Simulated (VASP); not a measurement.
# A VASP study of SnSe2 (PBEsol): structure first, properties next, part 4 of 6

What structure and properties does PBEsol give SnSe2, and how near are they to the measured ones? The start is a cell from a database of measured crystal structures.

VASP 6.6.1, plane waves and PAW; the level of theory is named at each step.

So far, gap on the k-mesh (eV): step 2 (relaxing cell and atoms (PBEsol)) 0.637; step 5 (density of states (PBEsol)) 0.500; step 6 (vibrations at Γ (PBEsol)) 0.637. The relaxed cell has a = 3.820, c = 6.134 Å (conventional setting).

### Step 7. Independent-particle dielectric function (PBEsol)

Level of this step: PBEsol; plane waves and PAW (Sn_d, Se) (VASP).

LOPTICS sums transitions from filled to empty bands. The mesh is finer than in the run before. NBANDS is raised for it.

INCAR reads:

```
SYSTEM = SnSe2
PREC = Accurate
ENCUT = 400
EDIFF = 1E-06
NELM = 100
ISMEAR = 0
SIGMA = 0.05
LREAL = .FALSE.
ALGO = Normal
GGA = PS
NBANDS = 37
LORBIT = 11
LWAVE = .FALSE.
LCHARG = .FALSE.
KPAR = 2
LOPTICS = .TRUE.
NEDOS = 1500
CSHIFT = 0.1
```

POSCAR reads:

```
SnSe2
1.0
    3.8202979081      0.0000000000      0.0000000000
   -1.9101489540      3.3084750384      0.0000000000
    0.0000000000      0.0000000000      6.1341064093
Sn Se
1 2
Direct
    0.0000000000      0.0000000000      0.0000000000
    0.3333333333      0.6666666667      0.2587113852
    0.6666666667      0.3333333333      0.7412886148
```

KPOINTS reads:

```
Automatic mesh
0
Gamma
10 10 6
0 0 0
```

PAW data sets: Sn_d and Se (PBE family, release 64).

The run is started by

```console
mpirun -np 2 vasp_std
```

Output:

```text
[... set-up lines as in an earlier step ...]
 entering main loop
       N       E                     dE             d eps       ncg     rms          rms(c)
DAV:   1     0.204344966734E+03    0.20434E+03   -0.87031E+03  6421   0.665E+02
DAV:   2     0.149249916411E+02   -0.18942E+03   -0.17374E+03  5825   0.275E+02
DAV:   3    -0.123142239123E+02   -0.27239E+02   -0.26822E+02  6299   0.698E+01
DAV:   4    -0.132293824921E+02   -0.91516E+00   -0.91433E+00  6396   0.138E+01
DAV:   5    -0.132452764353E+02   -0.15894E-01   -0.15892E-01  6805   0.186E+00    0.494E+00
DAV:   6    -0.130084217212E+02    0.23685E+00   -0.28173E-01  7644   0.398E+00    0.306E+00
DAV:   7    -0.129822830028E+02    0.26139E-01   -0.92938E-02  7133   0.134E+00    0.926E-01
DAV:   8    -0.129805069065E+02    0.17761E-02   -0.87087E-03  7591   0.530E-01    0.243E-01
DAV:   9    -0.129805136500E+02   -0.67435E-05   -0.79154E-04  6184   0.124E-01    0.751E-02
DAV:  10    -0.129805147461E+02   -0.10961E-05   -0.70176E-05  6505   0.319E-02    0.270E-02
DAV:  11    -0.129805265894E+02   -0.11843E-04   -0.10799E-05  6065   0.139E-02    0.407E-03
DAV:  12    -0.129805272104E+02   -0.62096E-06   -0.59939E-07  5532   0.331E-03
   1 F= -.12980527E+02 E0= -.12980527E+02  d E =-.181277E-11
 optical routines
 imaginary and real dielectric function
 recalculating local potential from charge density
 direction            1
 direction            2
 direction            3
```

The job ended after 37 s (2 MPI ranks of AMD EPYC 9R45, shared host; peak memory 0.65 GiB).

OUTCAR, selected parts (step 7):

```text
   k-points           NKPTS =     72   k-points in BZ     NKDIM =     72   number of bands    NBANDS=     37

   NELECT =      26.0000    total number of electrons

 E-fermi :   4.2993

 k-point     1 :       0.0000    0.0000    0.0000
  band No.  band energies     occupation
    ...
      9       3.4698      2.00000
     10       3.4698      2.00000
     11       3.7041      2.00000
     12       3.7041      2.00000
     13       3.9569      2.00000
     14       4.9044      0.00000
     15       7.0088      0.00000
     16       8.6328      0.00000
     17       8.6328      0.00000
     18      12.0568      0.00000
    ...

  Total        0.0055333      0.0055333      0.0297966      0.0000000     -0.0000000     -0.0000000
  in kB        0.1143454      0.1143454      0.6157460      0.0000000     -0.0000000     -0.0000000
  external PRESSURE =       0.2814789 kB  Pullay stress =       0.0000000 kB

 POSITION                                       TOTAL-FORCE (eV/Angst)
 -----------------------------------------------------------------------------------
      0.00000      0.00000      0.00000        -0.000000      0.000000      0.000000
     -0.00000      2.20565      1.58696         0.000000     -0.000000      0.007448
      1.91015      1.10283      4.54714        -0.000000      0.000000     -0.007448
 -----------------------------------------------------------------------------------
    total drift:                               -0.000000     -0.000000      0.000000

  FREE ENERGIE OF THE ION-ELECTRON SYSTEM (eV)
  ---------------------------------------------------
  free  energy   TOTEN  =       -12.9805272104 eV

  energy  without entropy=      -12.9805272104  energy(sigma->0) =      -12.98052721

 plasma frequency squared (from intraband transitions) (eV^2)
  --------------------------------------------------------------------------------------
       0.000       0.000       0.000
       0.000       0.000      -0.000
       0.000      -0.000       0.000

[... 10 parts as in an earlier step ...]

[... 6 further parts left out ...]
```

These are independent-particle spectra without excitons or local fields, and fine structure depends on the mesh and on CSHIFT.

This step gave:

```
bands                          : 37
irreducible k-points           : 72
Fermi energy                   : 4.299 eV
pressure                       : 0.02815 GPa
valence top at k               : 0.1, 0.1, 0
conduction bottom at k         : 0, 0.4, 0.3333
gap on the k-mesh              : 0.4997 eV
least direct gap on the k-mesh : 0.9475 eV
```

The imaginary dielectric function has structure finer than the step of the table below, so its rows give means over 0.5 eV, whole bins alone (the curve runs from 0 to 25.0 eV). Peaks (eV: height): xx 3.04: 16.1, 3.68: 16.4, 4.81: 16.1, 8.12: 5.60; zz 1.62: 14.9, 2.10: 12.6, 4.70: 19.8, 5.56: 15.7, 8.46: 5.64.

Imaginary dielectric function against photon energy; means over each step:

| photon energy (eV) | xx | zz |
| --- | --- | --- |
| 0.5 | 0.239 | 0.480 |
| 1.0 | 1.72 | 3.05 |
| 1.5 | 5.72 | 11.2 |
| 2.0 | 8.02 | 10.8 |
| 2.5 | 8.94 | 8.07 |
| 3.0 | 15.0 | 5.84 |
| 3.5 | 15.0 | 5.19 |
| 4.0 | 14.8 | 8.02 |
| 4.5 | 13.8 | 16.4 |
| 5.0 | 14.6 | 16.7 |
| 5.5 | 9.95 | 14.2 |
| 6.0 | 6.11 | 9.28 |
| 6.5 | 5.01 | 6.51 |
| 7.0 | 3.36 | 3.34 |
| 7.5 | 3.67 | 3.22 |
| 8.0 | 4.80 | 4.08 |
| 8.5 | 4.17 | 4.76 |
| 9.0 | 3.19 | 3.68 |
| 9.5 | 2.43 | 3.04 |
| 10.0 | 1.91 | 2.23 |
| 10.5 | 1.79 | 1.77 |
| 11.0 | 1.66 | 1.33 |
| 11.5 | 1.25 | 1.35 |
| 12.0 | 1.15 | 1.20 |
| 12.5 | 1.02 | 0.961 |
| 13.0 | 0.987 | 0.824 |
| 13.5 | 0.919 | 0.790 |
| 14.0 | 0.819 | 0.628 |
| 14.5 | 0.572 | 0.469 |
| 15.0 | 0.516 | 0.471 |
| 15.5 | 0.421 | 0.420 |
| 16.0 | 0.359 | 0.363 |
| 16.5 | 0.351 | 0.354 |
| 17.0 | 0.332 | 0.327 |
| 17.5 | 0.291 | 0.310 |
| 18.0 | 0.273 | 0.285 |
| 18.5 | 0.234 | 0.223 |
| 19.0 | 0.196 | 0.202 |
| 19.5 | 0.195 | 0.184 |
| 20.0 | 0.180 | 0.176 |
| 20.5 | 0.187 | 0.176 |
| 21.0 | 0.150 | 0.156 |
| 21.5 | 0.135 | 0.138 |
| 22.0 | 0.140 | 0.144 |
| 22.5 | 0.133 | 0.127 |
| 23.0 | 0.116 | 0.117 |
| 23.5 | 0.0851 | 0.0953 |
| 24.0 | 0.0703 | 0.0752 |
| 24.5 | 0.0859 | 0.106 |

Real dielectric function against photon energy:

| photon energy (eV) | xx | zz |
| --- | --- | --- |
| 0.0 | 13.8 | 14.3 |
| 0.5 | 14.3 | 15.1 |
| 1.0 | 16.7 | 16.3 |
| 1.5 | 15.0 | 17.8 |
| 2.0 | 15.5 | 11.6 |
| 2.5 | 13.6 | 5.75 |
| 3.0 | 12.5 | 6.81 |
| 3.5 | 8.49 | 9.37 |
| 4.0 | 3.95 | 12.2 |
| 4.5 | 2.83 | 11.8 |
| 5.0 | -2.83 | 0.305 |
| 5.5 | -3.39 | -0.817 |
| 6.0 | -4.23 | -5.99 |
| 6.5 | -3.79 | -5.51 |
| 7.0 | -2.05 | -3.40 |
| 7.5 | -0.692 | -1.51 |
| 8.0 | -0.250 | -0.417 |
| 8.5 | -2.58 | -2.43 |
| 9.0 | -2.43 | -2.08 |
| 9.5 | -2.23 | -2.63 |
| 10.0 | -2.05 | -2.71 |
| 10.5 | -1.60 | -2.15 |
| 11.0 | -1.51 | -1.58 |
| 11.5 | -1.24 | -1.36 |
| 12.0 | -1.08 | -1.22 |
| 12.5 | -0.949 | -1.14 |
| 13.0 | -0.766 | -0.950 |
| 13.5 | -0.764 | -0.870 |
| 14.0 | -0.699 | -0.665 |
| 14.5 | -0.617 | -0.589 |
| 15.0 | -0.504 | -0.373 |
| 15.5 | -0.397 | -0.347 |
| 16.0 | -0.266 | -0.238 |
| 16.5 | -0.159 | -0.161 |
| 17.0 | -0.0914 | -0.0670 |
| 17.5 | -0.0533 | 0.00793 |
| 18.0 | 0.0206 | -0.0289 |
| 18.5 | 0.0615 | 0.0729 |
| 19.0 | 0.125 | 0.142 |
| 19.5 | 0.181 | 0.170 |
| 20.0 | 0.240 | 0.232 |
| 20.5 | 0.264 | 0.284 |
| 21.0 | 0.288 | 0.295 |
| 21.5 | 0.351 | 0.356 |
| 22.0 | 0.379 | 0.373 |
| 22.5 | 0.407 | 0.401 |
| 23.0 | 0.430 | 0.437 |
| 23.5 | 0.453 | 0.457 |
| 24.0 | 0.524 | 0.529 |
| 24.5 | 0.587 | 0.611 |

The mean of ε2 over directions passes 5 % of its top at 0.86 eV, against a least direct gap of 0.95 eV on this mesh; what lies under the gap is the tail of the broadening by CSHIFT. The indirect gap (0.49 eV in the band run) doesn't show, since phonons are left out.

### Step 8. Band structure (PBEsol + SOC)

This step: PBEsol, spin-orbit coupling; plane waves and PAW (Sn_d, Se) (VASP 6.6.1).

The mesh alone shows little of the dispersion and can miss band extrema, so KPOINTS_OPT adds a path through the symmetry points after the self-consistent cycle. Spin-orbit coupling needs spinors and the noncollinear program, where each band holds one electron.

INCAR reads:

```
SYSTEM = SnSe2
PREC = Accurate
ENCUT = 400
EDIFF = 1E-06
NELM = 100
ISMEAR = 0
SIGMA = 0.05
LREAL = .FALSE.
ALGO = Normal
GGA = PS
LNONCOLLINEAR = .TRUE.
MAGMOM = 0 0 0 0 0 0 0 0 0
NBANDS = 38
GGA_COMPAT = .FALSE.
LASPH = .TRUE.
LSORBIT = .TRUE.
LORBIT = 11
LWAVE = .FALSE.
LCHARG = .FALSE.
KPAR = 2
```

POSCAR is that of step 7.

KPOINTS reads:

```
Automatic mesh
0
Gamma
6 6 3
0 0 0
```

KPOINTS_OPT reads:

```
Line mode
16
Line-mode
Reciprocal
  0.00000000   0.00000000   0.00000000 GAMMA
  0.50000000   0.00000000   0.00000000 M

  0.50000000   0.00000000   0.00000000 M
  0.33333333   0.33333333   0.00000000 K

  0.33333333   0.33333333   0.00000000 K
  0.00000000   0.00000000   0.00000000 GAMMA

  0.00000000   0.00000000   0.00000000 GAMMA
  0.00000000   0.00000000   0.50000000 A

  0.00000000   0.00000000   0.50000000 A
  0.50000000   0.00000000   0.50000000 L

  0.50000000   0.00000000   0.50000000 L
  0.33333333   0.33333333   0.50000000 H

  0.33333333   0.33333333   0.50000000 H
  0.00000000   0.00000000   0.50000000 A

  0.50000000   0.00000000   0.50000000 L
  0.50000000   0.00000000   0.00000000 M

  0.33333333   0.33333333   0.00000000 K
  0.33333333   0.33333333   0.50000000 H
```

The run is started by

```console
mpirun -np 2 vasp_ncl
```

Output:

```text
[... set-up lines as in an earlier step ...]
 entering main loop
       N       E                     dE             d eps       ncg     rms          rms(c)
DAV:   1     0.226762301665E+03    0.22676E+03   -0.98692E+03  1402   0.135E+03
DAV:   2     0.211083728379E+02   -0.20565E+03   -0.19520E+03  1330   0.406E+02
DAV:   3    -0.117077588922E+02   -0.32816E+02   -0.32070E+02  1560   0.143E+02
DAV:   4    -0.132760227645E+02   -0.15683E+01   -0.15591E+01  1554   0.349E+01
DAV:   5    -0.133161775470E+02   -0.40155E-01   -0.40147E-01  1804   0.574E+00    0.499E+00
DAV:   6    -0.130783417298E+02    0.23784E+00   -0.28907E-01  1852   0.786E+00    0.315E+00
DAV:   7    -0.130532146257E+02    0.25127E-01   -0.13839E-01  1544   0.258E+00    0.114E+00
DAV:   8    -0.130514313437E+02    0.17833E-02   -0.77829E-03  1678   0.826E-01    0.566E-01
DAV:   9    -0.130512503057E+02    0.18104E-03   -0.11651E-03  1516   0.311E-01    0.149E-01
DAV:  10    -0.130512700837E+02   -0.19778E-04   -0.18977E-04  1628   0.147E-01    0.487E-02
DAV:  11    -0.130512794156E+02   -0.93319E-05   -0.72277E-05  1602   0.588E-02    0.160E-02
DAV:  12    -0.130512852724E+02   -0.58569E-05   -0.96953E-06  1362   0.217E-02    0.600E-03
DAV:  13    -0.130512856006E+02   -0.32819E-06   -0.81238E-07  1224   0.643E-03
   1 F= -.13051286E+02 E0= -.13051286E+02  d E =-.277597E-12  mag=     0.0000    -0.0000     0.0000
 Start KPOINTS_OPT (optional k-point list driver)
k-point batch [1-17\144]
       N       E                     dE             ncg
DAV:   1     0.953447871759E+03   -0.46302E+04     1388
DAV:   2    -0.254956305095E+04   -0.35030E+04     1378
DAV:   3    -0.311064399977E+04   -0.56108E+03     1562
DAV:   4    -0.313751221694E+04   -0.26868E+02     1520
DAV:   5    -0.313822039445E+04   -0.70818E+00     1822
DAV:   6    -0.313823403313E+04   -0.13639E-01     1662
DAV:   7    -0.313823472742E+04   -0.69429E-03     1926
DAV:   8    -0.313823473160E+04   -0.41792E-05     1404
DAV:   9    -0.313823473173E+04   -0.13507E-06      974
[...]
k-point batch [137-144\144]
       N       E                     dE             ncg
DAV:   1     0.741694394321E+04   -0.59950E+04      634
DAV:   2     0.580987981967E+04   -0.16071E+04      648
DAV:   3     0.556103289501E+04   -0.24885E+03      696
DAV:   4     0.554971664864E+04   -0.11316E+02      760
DAV:   5     0.554944023088E+04   -0.27642E+00      858
DAV:   6     0.554943547352E+04   -0.47574E-02      788
DAV:   7     0.554943526822E+04   -0.20530E-03      890
DAV:   8     0.554943526652E+04   -0.16997E-05      670
DAV:   9     0.554943526646E+04   -0.59008E-07      464
```

It took 2.4 min on 2 MPI ranks; peak memory 0.63 GiB; 4.2 min of CPU time.

Parts of OUTCAR (step 8):

```text
   k-points           NKPTS =     17   k-points in BZ     NKDIM =     17   number of bands    NBANDS=     38

   NELECT =      26.0000    total number of electrons

 E-fermi :   4.3459

 k-point     1 :       0.0000    0.0000    0.0000
  band No.  band energies     occupation
    ...
     22       3.6445      1.00000
     23       3.8417      1.00000
     24       3.8417      1.00000
     25       4.0355      1.00000
     26       4.0355      1.00000
     27       4.9233      0.00000
     28       4.9233      0.00000
     29       6.9768      0.00000
     30       6.9768      0.00000
     31       8.4377      0.00000
    ...

  Total        0.0669749      0.0669749      0.0727726      0.0000000      0.0000000      0.0000000
  in kB        1.3840314      1.3840314      1.5038423      0.0000000      0.0000000      0.0000000
  external PRESSURE =       1.4239684 kB  Pullay stress =       0.0000000 kB

 POSITION                                       TOTAL-FORCE (eV/Angst)
 -----------------------------------------------------------------------------------
      0.00000      0.00000      0.00000        -0.000000      0.000000      0.000000
     -0.00000      2.20565      1.58696         0.000000     -0.000000     -0.033678
      1.91015      1.10283      4.54714        -0.000000      0.000000      0.033678
 -----------------------------------------------------------------------------------
    total drift:                               -0.000000     -0.000000     -0.000000

  FREE ENERGIE OF THE ION-ELECTRON SYSTEM (eV)
  ---------------------------------------------------
  free  energy   TOTEN  =       -13.0512856006 eV

  energy  without entropy=      -13.0512856006  energy(sigma->0) =      -13.05128560

 Spin-Orbit-Coupling matrix elements
 Ion:    1  E_soc:     -0.0910914
 Ion:    2  E_soc:     -0.0464281
 Ion:    3  E_soc:     -0.0464281

 magnetization (x)
# of ion       s       p       d       tot
------------------------------------------
    1        0.000  -0.000   0.000   0.000
    2        0.000  -0.000  -0.000  -0.000
    3        0.000  -0.000   0.000  -0.000
--------------------------------------------------
tot          0.000  -0.000  -0.000  -0.000

 magnetization (y)
# of ion       s       p       d       tot
------------------------------------------
    1        0.000   0.000  -0.000  -0.000
    2        0.000   0.000   0.000   0.000
    3        0.000   0.000   0.000   0.000
--------------------------------------------------
tot          0.000   0.000  -0.000   0.000

 magnetization (z)
# of ion       s       p       d       tot
------------------------------------------
    1       -0.000   0.000   0.000  -0.000
    2        0.000   0.000   0.000   0.000
    3        0.000   0.000   0.000   0.000
--------------------------------------------------
tot         -0.000   0.000   0.000  -0.000

[... 6 parts as in an earlier step ...]

[... 10 further parts left out ...]
```

LASPH is switched on together with spin-orbit coupling, so the change from the scalar run holds both.

This step gave:

* SCF cycles: 13
* bands: 38
* irreducible k-points: 17
* free energy (TOTEN): -13.05 eV
* Fermi energy: 4.346 eV
* pressure: 0.1424 GPa
* least gap on mesh and path: 0.4681 eV
* least direct gap on mesh and path: 0.8878 eV
* valence top at k: 0.06667, 0.06667, 0
* conduction bottom at k: 0.5, 0, 0.3333

On-site spin-orbit energy by atom:

| atom | on-site spin-orbit energy (eV) |
| --- | --- |
| Sn1 | -0.0911 |
| Se2 | -0.0464 |
| Se3 | -0.0464 |

The electronic bands at the labelled points (eV, zero at the valence-band top; v1 is the highest filled band, c1 the lowest empty one):

| point | v4 | v3 | v2 | v1 | c1 | c2 | c3 | c4 |
| --- | --- | --- | --- | --- | --- | --- | --- | --- |
| Γ | -0.29 | -0.29 | -0.10 | -0.10 | 0.79 | 0.79 | 2.84 | 2.84 |
| 0.47 of the way | -0.36 | -0.36 | -0.10 | -0.10 | 1.89 | 1.89 | 3.62 | 3.62 |
| M | -1.55 | -1.55 | -0.35 | -0.35 | 1.06 | 1.06 | 3.48 | 3.48 |
| 0.47 of the way | -1.56 | -1.56 | -1.28 | -1.28 | 1.22 | 1.22 | 4.79 | 4.79 |
| K | -1.83 | -1.83 | -1.78 | -1.78 | 0.93 | 0.93 | 6.09 | 6.09 |
| 0.53 of the way | -1.22 | -1.22 | -0.21 | -0.21 | 1.97 | 1.97 | 4.52 | 4.52 |
| Γ | -0.29 | -0.29 | -0.10 | -0.10 | 0.79 | 0.79 | 2.84 | 2.84 |
| 0.47 of the way | -0.46 | -0.46 | -0.18 | -0.18 | 1.70 | 1.70 | 2.83 | 2.83 |
| A | -0.37 | -0.37 | -0.09 | -0.09 | 2.39 | 2.39 | 2.73 | 2.73 |
| 0.47 of the way | -1.49 | -1.49 | -0.49 | -0.49 | 1.52 | 1.52 | 4.28 | 4.28 |
| L | -1.08 | -1.08 | -0.78 | -0.78 | 0.58 | 0.58 | 3.88 | 3.88 |
| 0.47 of the way | -0.75 | -0.75 | -0.54 | -0.54 | 1.38 | 1.38 | 4.12 | 4.12 |
| H | -0.51 | -0.51 | -0.42 | -0.42 | 2.20 | 2.20 | 4.12 | 4.12 |
| 0.47 of the way | -1.07 | -1.07 | -0.88 | -0.88 | 1.96 | 1.96 | 4.30 | 4.30 |
| A | -0.37 | -0.37 | -0.09 | -0.09 | 2.39 | 2.39 | 2.73 | 2.73 |
| jump to L | -1.08 | -1.08 | -0.78 | -0.78 | 0.58 | 0.58 | 3.88 | 3.88 |
| 0.47 of the way | -1.02 | -1.02 | -0.58 | -0.58 | 0.54 | 0.54 | 3.78 | 3.78 |
| M | -1.55 | -1.55 | -0.35 | -0.35 | 1.06 | 1.06 | 3.48 | 3.48 |
| jump to K | -1.83 | -1.83 | -1.78 | -1.78 | 0.93 | 0.93 | 6.09 | 6.09 |
| 0.47 of the way | -1.23 | -1.23 | -1.17 | -1.17 | 1.45 | 1.45 | 5.15 | 5.15 |
| H | -0.51 | -0.51 | -0.42 | -0.42 | 2.20 | 2.20 | 4.12 | 4.12 |

Of the projections kept (Sn, Se), the largest for each band there; the rest of the weight can lie on other orbitals:

| point | v4 | v3 | v2 | v1 | c1 | c2 | c3 | c4 |
| --- | --- | --- | --- | --- | --- | --- | --- | --- |
| Γ | Se 0.92 | Se 0.92 | Se 0.86 | Se 0.86 | Se 0.58 | Se 0.58 | Sn 0.56 | Sn 0.56 |
| M | Se 0.85 | Se 0.85 | Se 0.92 | Se 0.92 | Se 0.61 | Se 0.61 | Sn 0.57 | Sn 0.57 |
| K | Se 0.92 | Se 0.92 | Se 0.93 | Se 0.93 | Se 0.58 | Se 0.58 | Se 0.61 | Se 0.61 |
| Γ | Se 0.92 | Se 0.92 | Se 0.86 | Se 0.86 | Se 0.58 | Se 0.58 | Sn 0.56 | Sn 0.56 |
| A | Se 0.92 | Se 0.92 | Se 0.92 | Se 0.92 | Se 0.61 | Se 0.61 | Sn 0.64 | Sn 0.64 |
| L | Se 0.89 | Se 0.89 | Se 0.92 | Se 0.92 | Se 0.59 | Se 0.59 | Se 0.68 | Se 0.68 |

The gap moves by -0.02 eV against PBEsol, which ran on another mesh.

[end of part 4 of 6]

[Lines on the potential files, build, host, timing and source positions are cut from VASP's logs without a mark.]

[Logs are printed without paths, hosts, clocks, repeated set-up lines and the standing remarks that a program may print on its own settings, such as how far it seeks lower states.]

[Hosts, paths, dates, database ids (printed as entryN), source tags and the programs' standing remarks are cut or masked in the printed files.]

[A measured line is paired with the nearest computed mode of its activity, which favours agreement.]
